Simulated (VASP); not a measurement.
A convergence study with VASP on TiC (rock salt): one setting is varied, all else stays as given below, so the limit is that of these other settings. The cell's lengths are 1 % over those of the tabulated start and one atom is moved, so it is off equilibrium.

```xyz
2
Lattice="0.0000 2.1867 2.1867 2.1867 0.0000 2.1867 2.1867 2.1867 0.0000" Properties=species:S:1:pos:R:3 pbc="T T T"
Ti     0.0000     0.0000     0.0000
C      2.2473     2.1867     2.1867
```

Computed with PBEsol GGA, VASP's PBE PAW potentials (set 64) (plane waves; VASP). The tightest run used: 1000 eV cut-off, 16×16×16 Γ-centred mesh, first-order Methfessel-Paxton smearing of 0.10 eV, potentials Ti_sv C.

Question: The settings run are ENCUT = 250; ENCUT = 300; ENCUT = 350; ENCUT = 400; ENCUT = 450; ENCUT = 500; ENCUT = 550; ENCUT = 600; ENCUT = 650; ENCUT = 700; ENCUT = 750; ENCUT = 800; ENCUT = 850; ENCUT = 1000. From which on does the stress (every component) stay within 0.5 GPa of the tightest run?

Answer: From ENCUT = 450 on: it is off by 0.42 there and by no more than 0.5 in any finer run, while ENCUT = 400 is off by 1.62.
```
setting       E (eV/atom)  pressure (GPa)  largest force (eV/Å)  plane waves  difference judged (GPa)
------------  -----------  --------------  --------------------  -----------  -----------------------
ENCUT = 250       -9.8582          -34.25                 0.422          200                    21.81
ENCUT = 300       -9.8729          -20.47                 0.477          262                     7.93
ENCUT = 350       -9.8661          -16.34                 0.476          331                     3.79
ENCUT = 400       -9.8694          -14.15                 0.488          392                     1.62
ENCUT = 450       -9.8705          -12.96                 0.488          469                     0.42
ENCUT = 500       -9.8700          -12.60                 0.486          544                     0.06
ENCUT = 550       -9.8699          -12.59                 0.486          622                     0.05
ENCUT = 600       -9.8702          -12.67                 0.486          725                     0.13
ENCUT = 650       -9.8708          -12.72                 0.487          817                     0.18
ENCUT = 700       -9.8714          -12.71                 0.488          903                     0.17
ENCUT = 750       -9.8717          -12.67                 0.487          992                     0.13
ENCUT = 800       -9.8720          -12.63                 0.487         1090                     0.08
ENCUT = 850       -9.8721          -12.60                 0.487         1243                     0.05
ENCUT = 1000      -9.8722          -12.55                 0.487         1524                     0.00
```

Left out are rungs that failed or repeat a setting and relaxations that didn't move; long series are thinned to 24 rows.

The compound is TiC in the rock salt structure. The cell was not relaxed at this level, it is distorted from the ideal structure.
